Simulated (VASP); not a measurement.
Output of a VASP run:

**OSZICAR**
```
       N       E                     dE             d eps       ncg     rms          rms(c)
DAV:   1     0.222830921520E+02    0.22283E+02   -0.39555E+03  1463   0.836E+02
DAV:   2     0.101775886070E+01   -0.21265E+02   -0.21259E+02  1554   0.139E+02
DAV:   3     0.627776901624E+00   -0.38998E+00   -0.38998E+00  1932   0.269E+01
DAV:   4     0.624751815569E+00   -0.30251E-02   -0.30251E-02  1743   0.210E+00
DAV:   5     0.624706366450E+00   -0.45449E-04   -0.45450E-04  1932   0.224E-01    0.189E-01
DAV:   6     0.624698642957E+00   -0.77235E-05   -0.13289E-03  1575   0.621E-01    0.123E-01
DAV:   7     0.624180345770E+00   -0.51830E-03   -0.24230E-03  1505   0.642E-01    0.306E-02
DAV:   8     0.624143222919E+00   -0.37123E-04   -0.18057E-04  1687   0.271E-01    0.407E-03
DAV:   9     0.624139082291E+00   -0.41406E-05   -0.54908E-06  1561   0.230E-02    0.126E-03
DAV:  10     0.624138731081E+00   -0.35121E-06   -0.90483E-07  1582   0.671E-03    0.242E-04
DAV:  11     0.624138713890E+00   -0.17191E-07   -0.26941E-08  1456   0.106E-03
   1 F= 0.62413871E+00 E0= 0.62413871E+00  d E =0.000000E+00
```

**OUTCAR**
```
------------------------ aborting loop because EDIFF is reached ----------------------------------------
  FORCE on cell =-STRESS in cart. coord.  units (eV):
  Direction    XX          YY          ZZ          XY          YZ          ZX
  --------------------------------------------------------------------------------------
  Total        0.0050970      0.0050970      0.0050970      0.0000000      0.0000000      0.0000000
  in kB        0.2256345      0.2256345      0.2256345      0.0000000      0.0000000      0.0000000
  external PRESSURE =       0.2256345 kB  Pullay stress =       0.0000000 kB
  volume of cell :       36.19
      direct lattice vectors                 reciprocal lattice vectors
    -2.083789044  2.083789044  2.083789044     0.000000000  0.239947514  0.239947514
     2.083789044 -2.083789044  2.083789044     0.239947514  0.000000000  0.239947514
     2.083789044  2.083789044 -2.083789044     0.239947514  0.239947514  0.000000000
 POSITION                                       TOTAL-FORCE (eV/Angst)
 -----------------------------------------------------------------------------------
      0.00000      0.00000      0.00000        -0.000000      0.000000      0.000000
 -----------------------------------------------------------------------------------
    total drift:                                0.000000     -0.000000      0.000000
  FREE ENERGIE OF THE ION-ELECTRON SYSTEM (eV)
  ---------------------------------------------------
  free  energy   TOTEN  =         0.6241387139 eV

  energy  without entropy=        0.6241387139  energy(sigma->0) =        0.62413871

 total charge

# of ion       s       p       d       tot
------------------------------------------
    1        0.103   5.964   0.000   6.067
```
(Selected blocks of OUTCAR.)

### POSCAR
```
Na
1
   -2.0837890437     2.0837890437     2.0837890437
    2.0837890437    -2.0837890437     2.0837890437
    2.0837890437     2.0837890437    -2.0837890437
Na
1
Direct
  0.0000000000   0.0000000000   0.0000000000
```

Q: Write an INCAR and KPOINTS that could have produced this output.

A: One answer among several that fit: the input of the run itself, rev-vdW-DF2, plane waves, VASP's PBE PAW potentials (set 64).

**INCAR**
```
# general
SYSTEM   = Na
PREC     = Accurate
ENCUT    = 520
LREAL    = .FALSE.
LASPH    = .TRUE.

# electronic loop
EDIFF    = 1E-7
NELM     = 100
ALGO     = Normal

# smearing
ISMEAR   = -5

# functional
GGA      = MK
LUSE_VDW = .TRUE.
AGGAC    = 0.0
PARAM1   = 0.1234568
PARAM2   = 0.7114
ZAB_VDW  = -1.8867

# ions
ISIF     = 2

# output
LWAVE    = .FALSE.
LCHARG   = .TRUE.
LORBIT   = 11
NEDOS    = 601
```

### KPOINTS
```
Automatic mesh
0
Gamma
14 14 14
0 0 0
```

POTCAR, in this order: Na_pv (PBE.64 set). Program: vasp_std.

For a metal the tetrahedron method with Blöchl corrections gives inexact stress and forces.

The compound is Na in the bcc structure. It was relaxed first, which changed the volume by -6 %.
